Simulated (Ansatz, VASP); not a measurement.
## Ge: VASP beside Ansatz

Aim: how closely do two programs agree when they are given the same cell, functional and k mesh? Of the first pair: The structure shown is frame 250 of Ansatz's trajectory.

Calculated with Ansatz 0.2.0; plane waves, with VASP 6.6.1 beside it; single point at PBE.

### 1. Starting point

The cell holds 48 atoms: 48 Ge. Its edges and angles: a = 10.111 Å, b = 10.111 Å, c = 10.111 Å, α = 90.0°, β = 90.0°, γ = 90.0°. As first built, before any earlier steps moved the atoms (in the runner's words): 48 atoms (48 Ge) placed at random at 5.6 g/cm^3 and pushed apart to contact distance.

### 2. Ansatz: dynamics, PBE

Ansatz runs on its default PAW (the set named soft_2) files.

One frame of this run of dynamics is then solved in both programs, so the motion causes no difference.

File input.yaml:

```yaml
crystal:
  lattice:
    - [10.1113, 0.0, 0.0]
    - [0.0, 10.1113, 0.0]
    - [0.0, 0.0, 10.1113]
  atoms:
    - { symbol: Ge, position: [0.51182, 0.95046, 0.14416] }
    - { symbol: Ge, position: [0.87967, 0.35713, 0.38573] }
    - { symbol: Ge, position: [0.7299, 0.44227, 0.55557] }
    - { symbol: Ge, position: [0.09458, 0.80863, 0.50331] }
    - { symbol: Ge, position: [0.36061, 0.82026, 0.32812] }
    - { symbol: Ge, position: [0.45247, 0.13434, 0.39949] }
    - { symbol: Ge, position: [0.25929, 0.26628, 0.78136] }
    - { symbol: Ge, position: [0.27584, 0.47759, 0.9694] }
    - { symbol: Ge, position: [0.90063, 0.67719, 0.54132] }
    - { symbol: Ge, position: [0.2966, 0.17815, 0.99857] }
    - { symbol: Ge, position: [0.5171, 0.11557, 0.62711] }
    - { symbol: Ge, position: [0.80094, 0.70725, 0.97695] }
    - { symbol: Ge, position: [0.04574, 0.50168, 0.4744] }
    - { symbol: Ge, position: [0.06874, 0.57848, 0.81366] }
    - { symbol: Ge, position: [0.56039, 0.26694, 0.84759] }
    - { symbol: Ge, position: [0.49225, 0.50894, 0.73832] }
    - { symbol: Ge, position: [0.18774, 0.83209, 0.72036] }
    - { symbol: Ge, position: [0.78744, 0.23884, 0.78436] }
    - { symbol: Ge, position: [0.17021, 0.05211, 0.84063] }
    - { symbol: Ge, position: [0.86238, 0.88352, 0.4304] }
    - { symbol: Ge, position: [0.28946, 0.028, 0.63313] }
    - { symbol: Ge, position: [0.71038, 0.81794, 0.25848] }
    - { symbol: Ge, position: [0.29882, 0.63559, 0.79378] }
    - { symbol: Ge, position: [0.93618, 0.0908, 0.51943] }
    - { symbol: Ge, position: [0.93724, 0.41939, 0.66881] }
    - { symbol: Ge, position: [0.03551, 0.70286, 0.01307] }
    - { symbol: Ge, position: [0.79932, 0.88944, 0.66029] }
    - { symbol: Ge, position: [0.22268, 0.77937, 0.13738] }
    - { symbol: Ge, position: [0.85134, 0.02012, 0.85156] }
    - { symbol: Ge, position: [0.17058, 0.40687, 0.29617] }
    - { symbol: Ge, position: [0.66397, 0.2596, 0.41911] }
    - { symbol: Ge, position: [0.08889, 0.26522, 0.46847] }
    - { symbol: Ge, position: [0.14422, 0.6587, 0.32612] }
    - { symbol: Ge, position: [0.69988, 0.6436, 0.41922] }
    - { symbol: Ge, position: [0.83915, 0.61448, 0.76184] }
    - { symbol: Ge, position: [0.34014, 0.56609, 0.18005] }
    - { symbol: Ge, position: [0.95598, 0.23983, 0.194] }
    - { symbol: Ge, position: [0.02465, 0.23048, 0.78288] }
    - { symbol: Ge, position: [0.71118, 0.04152, 0.33814] }
    - { symbol: Ge, position: [0.43369, 0.65334, 0.48023] }
    - { symbol: Ge, position: [0.57808, 0.83775, 0.72901] }
    - { symbol: Ge, position: [0.39401, 0.44373, 0.37618] }
    - { symbol: Ge, position: [0.16543, 0.15694, 0.26885] }
    - { symbol: Ge, position: [0.32408, 0.30616, 0.55653] }
    - { symbol: Ge, position: [0.96786, 0.80881, 0.8067] }
    - { symbol: Ge, position: [0.66831, 0.52037, 0.8971] }
    - { symbol: Ge, position: [0.68202, 0.48023, 0.13064] }
    - { symbol: Ge, position: [0.48903, 0.21293, 0.13311] }
kpoints:
  mp_grid: { grid: [1, 1, 1] }
hamiltonian:
  xc: pbe
scf:
  occupations: { method: fermi_dirac, width: 0.106 }
output:
  forces: true
  stress: true
basis:
  ecutwfc: "300 eV"
md:
  timestep: 4.0
  n_steps: 750
  ensemble: nvt_nose_hoover
  temperature: 1845
  initial_velocities: maxwell_boltzmann
  seed: 6
  temperature_schedule:
    - { n_steps: 93, end_temperature: 1845 }
    - { n_steps: 93, end_temperature: 1230 }
```

Run with:

```console
$ ansatz run input.yaml --threads 4 --pin off --max-ram 15360MiB --backend cpu --events-out ev --progress --plain --runs-dir out
```

Numbers of over 12 decimals in the logs are rounded to 6 here.

Output:

```text
Warning: md: disabling space-group detection — thermal motion breaks the input geometry's symmetry, so no spatial operation reduces the k-mesh or symmetrises the density; time reversal is kept, so that k and −k are solved as one point where they differ and the mesh holds both, and exact exchange and, on two spinor components, a DFT+U term hold to it where the run has them: on two components no moment then forms, and  [...]
Warning: basis.ecutwfc = 300 eV is below the records' recommended 420 eV, and the density's cutoff is lower with it unless basis.ecutrho_ratio is high enough to keep the records' density cutoff: compare with a run at a higher cutoff
Warning: output.stress: scf.convergence.dr2_threshold = 4.8e-8 eV (the default of an md: trajectory) is looser than the 4.8e-9 eV advised for a printed stress (1e-10 eV for each atom of the cell: 48). What an SCF threshold leaves in a stress goes as its square root, and in the free energy as the threshold itself, and one threshold admits the most on a small cell: [figures from the program's tests cut] Set scf.converg [...]
band count auto-derived: 405 (N_el = 672.0; filled up to band 336; 404 by the electrons, moments and atoms)
Engine: ansatz 0.2.0, aarch64-unknown-linux-gnu
Pseudopotentials: kind: paw
Pseudopotential: Ge, paw, valence charge 14, recommended cutoff 420 eV (normal), Ge.paw.azcp
Functional definition: PBE
  parameter kappa = 0.804
  parameter beta = 0.066725
  exchange = pbe_x(kappa = kappa, mu = beta*pi^2/3)
  correlation = pbe_c(beta = beta)
Crystal: 48 atoms, lattice volume = 1033.763 Å³
Basis set: ecut = 300 eV, 12149 PW (Γ), exchange–correlation on 120×120×120 points (8 copies of the dense FFT grid, shifted against one another)
Bands: 405, of which v1, the nominal top of the filled ones, is band 336 counted from 1 (335 counted from 0)
Symmetry: 1 space group operations
k-points: 1
Non-local potential: Ge, projectors of the file, l = 0: 2, l = 1: 2, l = 2: 3, l = 3: 1
PAW form: soft (Blöchl's): semilocal exchange-correlation on the pseudo side does not see the compensation charge
PAW one-centre angular grid: Ge, 590 points (default); XC on 64 Gauss nodes
Initial density: superposition of atomic densities (neutral atoms: chi_scale 0, normalization atom), corrected by the library's trained network
Initial wavefunctions: pseudopotential atomic-orbital guess
Functional: x = pbe(κ = 0.804, μ = 0.219515), c = pbe(β = 0.066725)
SCF iter   1: F=—  HF=-206111.449046 eV  |F-HF|=—  |Δ(HF+E_count)|=         —  Δρ=6.68e-3  dr2=1.17e0  ethr=1.77e-3  ⟨swp⟩=5.0  Hψ=1338  notcnv=0  defer=23
preconditioner: auto → LDOS  [metal: Δε(μ)=0.052 eV  Ē_g=22.272 eV  σ=0.106 eV  W_gap=0.12  n_scr=256 (ndim 8)  ℏωp=29.9 eV  f_vac=0.084  D(μ)=27.34/eV (n_scr^D=178)  β→1.0]
SCF iter   2: F=—  HF=-206111.182671 eV  |F-HF|=—  |Δ(HF+E_count)|=   2.66e-1  Δρ=5.85e-3  dr2=3.36e-1  ethr=1.74e-4  ⟨swp⟩=2.0  Hψ=844  notcnv=0  defer=27
SCF iter   3: F=—  HF=-206110.952590 eV  |F-HF|=—  |Δ(HF+E_count)|=   2.30e-1  Δρ=1.57e-3  dr2=4.59e-2  ethr=5.00e-5  ⟨swp⟩=2.0  Hψ=756  notcnv=0  defer=27
SCF iter   4: F=—  HF=-206110.931851 eV  |F-HF|=—  |Δ(HF+E_count)|=   2.07e-2  Δρ=4.30e-4  dr2=6.03e-3  ethr=6.83e-6  ⟨swp⟩=2.0  Hψ=716  notcnv=0  defer=27
SCF iter   5: F=—  HF=-206110.931049 eV  |F-HF|=—  |Δ(HF+E_count)|=   8.02e-4  Δρ=1.58e-4  dr2=7.69e-4  ethr=8.97e-7  ⟨swp⟩=2.0  Hψ=465  notcnv=0  defer=27
SCF iter   6: F=—  HF=-206110.930923 eV  |F-HF|=—  |Δ(HF+E_count)|=   1.26e-4  Δρ=4.12e-5  dr2=4.43e-5  ethr=1.14e-7  ⟨swp⟩=2.0  Hψ=711  notcnv=0  defer=27
SCF iter   7: F=—  HF=-206110.930883 eV  |F-HF|=—  |Δ(HF+E_count)|=   4.00e-5  Δρ=1.76e-5  dr2=7.23e-6  ethr=6.59e-9  ⟨swp⟩=2.0  Hψ=743  notcnv=0  defer=27
SCF iter   8: F=—  HF=-206110.930882 eV  |F-HF|=—  |Δ(HF+E_count)|=   2.68e-7  Δρ=5.73e-6  dr2=7.39e-7  ethr=1.08e-9  ⟨swp⟩=3.0  Hψ=833  notcnv=0  defer=27
SCF iter   9: F=—  HF=-206110.930882 eV  |F-HF|=—  |Δ(HF+E_count)|=   5.01e-8  Δρ=2.02e-6  dr2=8.83e-8  ethr=1.10e-10  ⟨swp⟩=2.0  Hψ=658  notcnv=0  defer=27
[...]
md step   712: t =  2848.00 fs  T =  1057.4 K (target 1230.0 K)  F+E_penalty+E_count = -206134.08480454 eV  E_kin = 6.423809 eV  conserved = -206099.76241258 eV  P_inst = 1.5895 GPa  (5 SCF iters)
md step   714: t =  2856.00 fs  T =  1088.3 K (target 1230.0 K)  F+E_penalty+E_count = -206134.30474874 eV  E_kin = 6.611876 eV  conserved = -206099.76410549 eV  P_inst = 1.4415 GPa  (5 SCF iters)
md step   716: t =  2864.00 fs  T =  1150.4 K (target 1230.0 K)  F+E_penalty+E_count = -206134.70850422 eV  E_kin = 6.988756 eV  conserved = -206099.76792616 eV  P_inst = 1.2577 GPa  (4 SCF iters)
md step   718: t =  2872.00 fs  T =  1204.4 K (target 1230.0 K)  F+E_penalty+E_count = -206135.05849911 eV  E_kin = 7.317183 eV  conserved = -206099.77013123 eV  P_inst = 1.1207 GPa  (5 SCF iters)
md step   720: t =  2880.00 fs  T =  1224.1 K (target 1230.0 K)  F+E_penalty+E_count = -206135.19739071 eV  E_kin = 7.436502 eV  conserved = -206099.77100206 eV  P_inst = 1.1074 GPa  (8 SCF iters)
md step   722: t =  2888.00 fs  T =  1199.5 K (target 1230.0 K)  F+E_penalty+E_count = -206135.06705686 eV  E_kin = 7.287198 eV  conserved = -206099.77116650 eV  P_inst = 1.2308 GPa  (5 SCF iters)
md step   724: t =  2896.00 fs  T =  1133.0 K (target 1230.0 K)  F+E_penalty+E_count = -206134.67822347 eV  E_kin = 6.883085 eV  conserved = -206099.77002169 eV  P_inst = 1.4713 GPa  (5 SCF iters)
md step   726: t =  2904.00 fs  T =  1044.1 K (target 1230.0 K)  F+E_penalty+E_count = -206134.14364072 eV  E_kin = 6.343257 eV  conserved = -206099.76611014 eV  P_inst = 1.7734 GPa  (4 SCF iters)
md step   728: t =  2912.00 fs  T =   977.1 K (target 1230.0 K)  F+E_penalty+E_count = -206133.72889724 eV  E_kin = 5.936259 eV  conserved = -206099.76142273 eV  P_inst = 2.0217 GPa  (5 SCF iters)
md step   730: t =  2920.00 fs  T =   976.7 K (target 1230.0 K)  F+E_penalty+E_count = -206133.70787155 eV  E_kin = 5.933397 eV  conserved = -206099.76199235 eV  P_inst = 2.1145 GPa  (8 SCF iters)
md step   732: t =  2928.00 fs  T =  1038.8 K (target 1230.0 K)  F+E_penalty+E_count = -206134.05397365 eV  E_kin = 6.310806 eV  conserved = -206099.76734190 eV  P_inst = 2.0505 GPa  (5 SCF iters)
md step   734: t =  2936.00 fs  T =  1114.8 K (target 1230.0 K)  F+E_penalty+E_count = -206134.46459744 eV  E_kin = 6.772466 eV  conserved = -206099.77102038 eV  P_inst = 1.9243 GPa  (5 SCF iters)
md step   736: t =  2944.00 fs  T =  1164.4 K (target 1230.0 K)  F+E_penalty+E_count = -206134.69625013 eV  E_kin = 7.074168 eV  conserved = -206099.77072210 eV  P_inst = 1.8324 GPa  (5 SCF iters)
md step   738: t =  2952.00 fs  T =  1181.4 K (target 1230.0 K)  F+E_penalty+E_count = -206134.71654934 eV  E_kin = 7.177224 eV  conserved = -206099.76861400 eV  P_inst = 1.7981 GPa  (4 SCF iters)
md step   740: t =  2960.00 fs  T =  1180.0 K (target 1230.0 K)  F+E_penalty+E_count = -206134.61705598 eV  E_kin = 7.168947 eV  conserved = -206099.76630792 eV  P_inst = 1.7931 GPa  (8 SCF iters)
md step   742: t =  2968.00 fs  T =  1179.1 K (target 1230.0 K)  F+E_penalty+E_count = -206134.51299622 eV  E_kin = 7.163087 eV  conserved = -206099.76473376 eV  P_inst = 1.7818 GPa  (5 SCF iters)
md step   744: t =  2976.00 fs  T =  1191.5 K (target 1230.0 K)  F+E_penalty+E_count = -206134.48289367 eV  E_kin = 7.238559 eV  conserved = -206099.76413749 eV  P_inst = 1.7460 GPa  (4 SCF iters)
md step   746: t =  2984.00 fs  T =  1220.7 K (target 1230.0 K)  F+E_penalty+E_count = -206134.54714397 eV  E_kin = 7.416279 eV  conserved = -206099.76447590 eV  P_inst = 1.6905 GPa  (5 SCF iters)
md step   748: t =  2992.00 fs  T =  1260.3 K (target 1230.0 K)  F+E_penalty+E_count = -206134.66708370 eV  E_kin = 7.656700 eV  conserved = -206099.76573297 eV  P_inst = 1.6311 GPa  (4 SCF iters)
[...]
md step   750: t =  3000.00 fs  T =  1294.7 K (target 1230.0 K)  F+E_penalty+E_count = -206134.75115588 eV  E_kin = 7.865846 eV  conserved = -206099.76732846 eV  P_inst = 1.6000 GPa  (9 SCF iters)
SCF converged after 9 iterations
Free energy (F): -206134.751156 eV
Harris-Foulkes:  -206134.751156 eV  (|F-HF|=3.96e-9)
Internal energy: -206133.870179 eV  (E = F + TS)
E sigma→0 (E₀):  -206134.310668 eV
Entropy (-TS):   -0.880977 eV (-18.354 meV/atom)
Fermi energy:    9.394036 eV
--- Per-component energies (eV) ---
  E_band       = -6820.133264
  E_kinetic    = 5274.318746
  E_local      = -112229.830760  (includes V_loc(G=0)·N_el)
  E_nonlocal   = 20115.720888
  E_hartree    = 49078.665479
  E_xc         = -3610.348252
  E_vxc        = -3073.120797  (∫ρ·V_xc dr)
  E_paw        = -96951.313296  (= ΣΔE_a)
  E_vpaw       = -15064.214981  (= ΣTr[D̂ρ^β])
  E_aug_tail   = -0.336957  (compensation charges beyond the density's cutoff)
  E_ewald      = -67810.746026
  E_smearing   = -0.880977  (= −TS)
  E_closure    = 0.000000  (closes the sum)
  Σ components = -206134.751156   (vs F -206134.751156, Δ=0.00e0)
--- Forces (eV/Å), atoms counted from 1 ---
  atom   1  Ge    -0.19129322    -0.40111322    -0.23391760
  atom   2  Ge     1.02572767     0.88270122     0.55244712
  atom   3  Ge     0.14925083    -0.29003752     0.45416541
  atom   4  Ge     0.05612447    -0.59998449    -1.23831819
  atom   5  Ge     0.28143023    -0.23829623     0.84057285
  atom   6  Ge    -0.98773189     0.07124743     0.23100427
  atom   7  Ge     0.10731691     0.02337030     0.19327234
  atom   8  Ge     0.41129217     0.65041655     0.78263553
  atom   9  Ge     0.10797039     0.56896895    -0.18505485
  atom  10  Ge    -0.75870511     0.09368010    -0.25333800
  atom  11  Ge     1.08964139     0.58416815    -0.56952377
  atom  12  Ge    -0.05084777    -0.46763148     0.13621314
  atom  13  Ge     0.04814739    -0.34009419     0.29259149
  atom  14  Ge    -0.42989278     0.30921608    -0.53546143
  atom  15  Ge    -0.71688918     1.32409103    -0.26133268
  atom  16  Ge    -0.50906234     0.85634068    -0.26375081
  atom  17  Ge    -0.55588669     0.17987094     0.59408908
  atom  18  Ge    -1.42784866    -0.64888712     0.13604982
  atom  19  Ge     0.38316113    -0.06769181     0.13800415
  atom  20  Ge     0.05838561    -1.29775009    -0.10602136
  atom  21  Ge     0.31531507    -0.02090566    -0.35945526
  atom  22  Ge     0.42979048     0.36792591     0.00948895
  atom  23  Ge     0.86621291    -0.27248026     0.09282949
  atom  24  Ge     0.12623860     0.48758213    -0.14820953
[...]
atom  41  Ge    -0.73672182    -0.48202367     0.20409520
  atom  42  Ge     0.32850536    -0.23708663     0.75267508
  atom  43  Ge     0.15960029     0.10195787    -0.17955513
  atom  44  Ge    -0.09894753     0.72011142    -0.68894662
  atom  45  Ge    -0.28776417     0.16228409     0.21411310
  atom  46  Ge    -0.08561378    -0.70030425     0.15752990
  atom  47  Ge     0.21488026    -0.23854414    -0.28556321
  atom  48  Ge    -1.30975628    -0.84787619     0.56870656
  max |Σ_I F_I| component: 6.55e-6 eV/Å
--- Stress (GPa, compression-positive) ---
        0.635659      -0.304769      -0.067221
       -0.304769       1.216459       0.238920
       -0.067221       0.238920       0.457764
  P = ⅓ Tr σ = 0.7700 GPa (7.700 kbar)
--- MD trajectory: 750 steps, t = 0.0 → 3000.0 fs ---
  final state: T = 1294.7 K   F+E_penalty+E_count = -206134.75115588 eV   E_kin = 7.865846 eV
  conserved energy: peak-to-peak 5.736e-2 eV (1.195e-3 eV/atom) over 3000.0 fs
```

In the SCF lines HF is the Harris–Foulkes energy and dr2 the Hartree energy of the density residual, in eV; the loop may stop once dr2 is under the threshold and the program's other checks hold. Hψ counts applications of the Hamiltonian.

[end of part 1 of 3]

[Lines on the potential files, build, host, timing and source positions are cut from VASP's logs without a mark.]

[Logs are printed without paths, hosts, clocks, repeated set-up lines and the standing remarks that a program may print on its own settings, such as how far it seeks lower states.]

[Hosts, paths, dates, database ids (printed as entryN), source tags and the programs' standing remarks are cut or masked in the printed files.]
